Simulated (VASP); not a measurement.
Set up this calculation in VASP 6.6.1, as the native input.

```yaml
Task: atomic charges
Functional: r2SCAN
Potentials_or_basis: VASP PAW PBE potentials, release 64 (Sc_sv, Cr_pv)
Cutoff: 520 eV
k_mesh: 8 × 8 × 5
Occupations: methfessel-paxton, width 0.2 eV
Spin: collinear spin, ferromagnetic start
Starting_moments: "[0.0, 0.0, 3.0, 3.0] μB"
Hubbard_terms: Cr d U = 5.3 eV, Sc d U = 3 eV
Further_INCAR_settings: ALGO = Normal; EDIFF = 1e-07
```

The structure of ScCr lies in POSCAR:

```
ScCr
1.0
    3.7844607000      0.0000000000      0.0000000000
   -1.8922303500      3.2774391100      0.0000000000
    0.0000000000      0.0000000000      5.7320909700
Sc Cr
2 2
Direct
    0.6666666700      0.3333333300      0.8850309800
    0.3333333300      0.6666666700      0.3850309800
    0.6666666700      0.3333333300      0.4899689900
    0.3333333300      0.6666666700      0.9899689900
```

The cell was built by a generator and needn't be a form met in nature.

The input as run:

INCAR

```
ALGO = Normal ; EDIFF = 1E-7
ENCUT = 520 ; ISIF = 2
ISMEAR = 1 ; ISPIN = 2
LASPH = T ; LCHARG = F
LDAU = T ; LDAUJ = 0 0
LDAUL = 2 2 ; LDAUPRINT = 1
LDAUTYPE = 2 ; LDAUU = 3 5.3
LMAXMIX = 4 ; LMIXTAU = T
LORBIT = 10 ; LREAL = F
LWAVE = F ; MAGMOM = 0 0 3 3
METAGGA = R2SCAN ; NELM = 120
PREC = Accurate ; SIGMA = 0.2
```

KPOINTS

```
k-points
0
Gamma
  8 8 5
```

Potentials or basis: VASP PAW PBE potentials, release 64 (Sc_sv, Cr_pv).

Run with:

```sh
$ cat potpaw_PBE.64/Sc_sv/POTCAR potpaw_PBE.64/Cr_pv/POTCAR > POTCAR
$ mpirun -np 1 vasp_std > vasp.out
```

Results of the run:

| Property | Result |
| --- | --- |
| Pressure | 47.3 GPa |
| Largest force | 0.445 eV/Å |
| Band gap on the k mesh | none (metal or under the smearing width) |
| Net moment | 9.41 μB per cell |
| Site moments | Sc +0.47; Cr +4.30 μB |
| Valence electrons inside the program's atomic spheres | Sc 9.82; Cr 11.24 |

Caveat: a pressure of tens of GPa on the cell as given is suspect, and the run, the potentials or the cell itself is likely at fault; the PAW data sets were made with another functional, which shifts forces and pressure a little; the U is typed as a test and isn't derived for this compound.

Wall time 15 min on 1 thread of Intel(R) Xeon(R) Platinum 8488C (Sapphire Rapids), on a shared host, peak memory 0.3 GiB.
